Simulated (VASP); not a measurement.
Method: r2SCAN meta-GGA, VASP's PBE PAW potentials (set 64) (plane waves; VASP).

VASP input:

POSCAR:
```
WS2
1
    3.1837463134     0.0000000000     0.0000000000
   -1.5918731567     2.7572053302    -0.0000000000
   -0.0000000000    -0.0000000000    19.0941354336
W S
1 2
Direct
  0.6666670000   0.3333330000   0.5000000000
  0.3333330000   0.6666670000   0.4183268647
  0.3333330000   0.6666670000   0.5816731353
```

**KPOINTS**
```
Automatic mesh
0
Gamma
9 9 1
0 0 0
```

### INCAR
```
ALGO = Normal
EDIFF = 1E-7
ENCUT = 400
ISIF = 2
ISMEAR = -5
LASPH = .TRUE.
LCHARG = .FALSE.
LMAXMIX = 6
LMIXTAU = .TRUE.
LORBIT = 11
LREAL = .FALSE.
LWAVE = .FALSE.
METAGGA = R2SCAN
NEDOS = 601
NELM = 100
PREC = Accurate
SYSTEM = WS2
```

File KPOINTS_OPT:
```
k-points along high-symmetry lines
20
Line-mode
Reciprocal
  0.000000   0.000000   0.000000 ! GAMMA
  0.500000   0.000000   0.000000 ! M

  0.500000   0.000000   0.000000 ! M
  0.333333   0.333333   0.000000 ! K

  0.333333   0.333333   0.000000 ! K
  0.000000   0.000000   0.000000 ! GAMMA
```

POTCAR, in this order: W_sv S (PBE.64 set). Program: vasp_std.

What VASP printed:

File OSZICAR:
```
       N       E                     dE             d eps       ncg     rms          rms(c)
DAV:   1     0.115892265850E+03    0.11589E+03   -0.12955E+04   512   0.102E+03
DAV:   2    -0.657483918599E+02   -0.18164E+03   -0.17893E+03   548   0.262E+02
DAV:   3    -0.774033512831E+02   -0.11655E+02   -0.11629E+02   572   0.698E+01
DAV:   4    -0.775762176415E+02   -0.17287E+00   -0.17262E+00   599   0.947E+00
DAV:   5    -0.775792705315E+02   -0.30529E-02   -0.30503E-02   559   0.120E+00    0.283E+01
DAV:   6    -0.745202366128E+02    0.30590E+01   -0.65209E+00   474   0.235E+01    0.115E+01
DAV:   7    -0.719848671088E+02    0.25354E+01   -0.17210E+00   509   0.831E+00    0.371E+00
DAV:   8    -0.726563669437E+02   -0.67150E+00   -0.52333E-01   472   0.593E+00    0.209E+00
DAV:   9    -0.715197100542E+02    0.11367E+01   -0.65467E-02   448   0.245E+00    0.895E-01
DAV:  10    -0.710261067330E+02    0.49360E+00   -0.37350E-02   438   0.188E+00    0.247E-01
DAV:  11    -0.705833486694E+02    0.44276E+00   -0.35963E-02   411   0.166E+00    0.208E-01
DAV:  12    -0.704330114060E+02    0.15034E+00   -0.74015E-03   426   0.776E-01    0.770E-02
DAV:  13    -0.703081936495E+02    0.12482E+00   -0.64407E-03   410   0.798E-01    0.877E-02
DAV:  14    -0.700682413823E+02    0.23995E+00   -0.98830E-02   418   0.270E+00    0.119E-01
DAV:  15    -0.700735985585E+02   -0.53572E-02   -0.23607E-03   531   0.384E-01    0.132E-01
DAV:  16    -0.700730944404E+02    0.50412E-03   -0.19369E-03   412   0.387E-01    0.124E-01
DAV:  17    -0.700651689298E+02    0.79255E-02   -0.10604E-03   450   0.303E-01    0.116E-01
DAV:  18    -0.700289423250E+02    0.36227E-01   -0.10517E-01   510   0.212E+00    0.173E-01
DAV:  19    -0.700414691517E+02   -0.12527E-01   -0.69458E-03   417   0.589E-01    0.163E-01
DAV:  20    -0.700387789837E+02    0.26902E-02   -0.18624E-03   408   0.313E-01    0.172E-01
DAV:  21    -0.700391611973E+02   -0.38221E-03   -0.19784E-04   522   0.111E-01    0.174E-01
DAV:  22    -0.700259612835E+02    0.13200E-01   -0.41758E-03   470   0.479E-01    0.190E-01
DAV:  23    -0.700276793043E+02   -0.17180E-02   -0.25095E-04   495   0.135E-01    0.207E-01
DAV:  24    -0.700241952127E+02    0.34841E-02   -0.23616E-04   442   0.119E-01    0.249E-01
DAV:  25    -0.700262322345E+02   -0.20370E-02   -0.49880E-05   408   0.617E-02    0.225E-01
DAV:  26    -0.700293860895E+02   -0.31539E-02   -0.12508E-04   485   0.966E-02    0.238E-01
DAV:  27    -0.700267586837E+02    0.26274E-02   -0.26924E-04   511   0.117E-01    0.209E-01
DAV:  28    -0.700231381163E+02    0.36206E-02   -0.19399E-04   412   0.127E-01    0.187E-01
DAV:  29    -0.700339728414E+02   -0.10835E-01   -0.30071E-03   408   0.356E-01    0.109E-01
DAV:  30    -0.700359794950E+02   -0.20067E-02   -0.27625E-04   414   0.138E-01    0.119E-01
DAV:  31    -0.700362833247E+02   -0.30383E-03   -0.16842E-05   469   0.344E-02    0.121E-01
DAV:  32    -0.700430387654E+02   -0.67554E-02   -0.65279E-03   408   0.630E-01    0.910E-02
DAV:  33    -0.700373529991E+02    0.56858E-02   -0.59552E-03   408   0.613E-01    0.735E-02
DAV:  34    -0.700378589121E+02   -0.50591E-03   -0.75395E-05   496   0.670E-02    0.709E-02
DAV:  35    -0.700378047637E+02    0.54148E-04   -0.12319E-06   524   0.858E-03    0.728E-02
DAV:  36    -0.700384768164E+02   -0.67205E-03   -0.28493E-05   408   0.428E-02    0.742E-02
DAV:  37    -0.700390410735E+02   -0.56426E-03   -0.28200E-05   504   0.430E-02    0.713E-02
DAV:  38    -0.700404987984E+02   -0.14577E-02   -0.47582E-04   408   0.148E-01    0.446E-02
DAV:  39    -0.700405782821E+02   -0.79484E-04   -0.58481E-05   423   0.669E-02    0.200E-02
DAV:  40    -0.700404196448E+02    0.15864E-03   -0.34100E-05   408   0.482E-02    0.156E-02
DAV:  41    -0.700402573900E+02    0.16225E-03   -0.15525E-05   420   0.288E-02    0.846E-03
DAV:  42    -0.700405616519E+02   -0.30426E-03   -0.60163E-05   408   0.559E-02    0.736E-03
DAV:  43    -0.700407224900E+02   -0.16084E-03   -0.91338E-05   503   0.631E-02    0.970E-03
DAV:  44    -0.700407166396E+02    0.58504E-05   -0.33777E-06   430   0.156E-02    0.771E-03
DAV:  45    -0.700406938451E+02    0.22794E-04   -0.41191E-05   421   0.499E-02    0.272E-03
DAV:  46    -0.700405215728E+02    0.17227E-03   -0.19762E-04   408   0.123E-01    0.200E-03
DAV:  47    -0.700405193805E+02    0.21923E-05   -0.11448E-05   440   0.337E-02    0.194E-03
DAV:  48    -0.700406292812E+02   -0.10990E-03   -0.92848E-05   408   0.905E-02    0.167E-03
DAV:  49    -0.700407229269E+02   -0.93646E-04   -0.94180E-05   462   0.741E-02    0.230E-03
DAV:  50    -0.700407071903E+02    0.15737E-04   -0.22154E-05   408   0.400E-02    0.233E-03
DAV:  51    -0.700406975417E+02    0.96486E-05   -0.22409E-06   449   0.152E-02    0.121E-03
DAV:  52    -0.700407260334E+02   -0.28492E-04   -0.12211E-05   408   0.311E-02    0.104E-03
DAV:  53    -0.700407278475E+02   -0.18142E-05   -0.26165E-06   505   0.127E-02    0.102E-03
DAV:  54    -0.700407268199E+02    0.10277E-05   -0.16018E-06   408   0.106E-02    0.602E-04
DAV:  55    -0.700407285161E+02   -0.16962E-05   -0.47119E-07   382   0.645E-03    0.436E-04
DAV:  56    -0.700407286968E+02   -0.18072E-06   -0.24569E-07   318   0.481E-03    0.184E-04
DAV:  57    -0.700407286711E+02    0.25657E-07   -0.20645E-08   312   0.149E-03
   1 F= -.70040729E+02 E0= -.70040729E+02  d E =0.000000E+00
       N       E                     dE             ncg
       N       E                     dE             ncg
       N       E                     dE             ncg
       N       E                     dE             ncg
       N       E                     dE             ncg
```

### OUTCAR
```
------------------------ aborting loop because EDIFF is reached ----------------------------------------
  FORCE on cell =-STRESS in cart. coord.  units (eV):
  Direction    XX          YY          ZZ          XY          YZ          ZX
  --------------------------------------------------------------------------------------
  Total       -0.0454591     -0.0454591     -0.0387088      0.0000000      0.0000000      0.0000000
  in kB       -0.4345344     -0.4345345     -0.3700089      0.0000000      0.0000000      0.0000000
  external PRESSURE =      -0.4130259 kB  Pullay stress =       0.0000000 kB
  volume of cell :      167.61
      direct lattice vectors                 reciprocal lattice vectors
     3.183746313  0.000000000  0.000000000     0.314095377  0.181343041  0.000000000
    -1.591873157  2.757205330  0.000000000     0.000000000  0.362686083  0.000000000
     0.000000000  0.000000000 19.094135434     0.000000000  0.000000000  0.052372102
 POSITION                                       TOTAL-FORCE (eV/Angst)
 -----------------------------------------------------------------------------------
      1.59187      0.91907      9.54707         0.000000      0.000000      0.000000
     -0.00000      1.83814      7.98759        -0.000000      0.000000      0.002412
     -0.00000      1.83814     11.10655        -0.000000     -0.000000     -0.002412
 -----------------------------------------------------------------------------------
    total drift:                               -0.000184      0.000105      0.000000
  FREE ENERGIE OF THE ION-ELECTRON SYSTEM (eV)
  ---------------------------------------------------
  free  energy   TOTEN  =       -70.0407286711 eV

  energy  without entropy=      -70.0407286711  energy(sigma->0) =      -70.04072867

 total charge

# of ion       s       p       d       tot
------------------------------------------
    1        2.311   6.330   3.349  11.990
    2        1.349   2.389   0.000   3.738
    3        1.349   2.389   0.000   3.738
--------------------------------------------------
tot          5.009  11.108   3.349  19.466
```
(Selected blocks of OUTCAR.)

The cell holds a wide vacuum, so values per volume refer to the whole cell.

The cell is a sheet with vacuum, built from a generated structure.
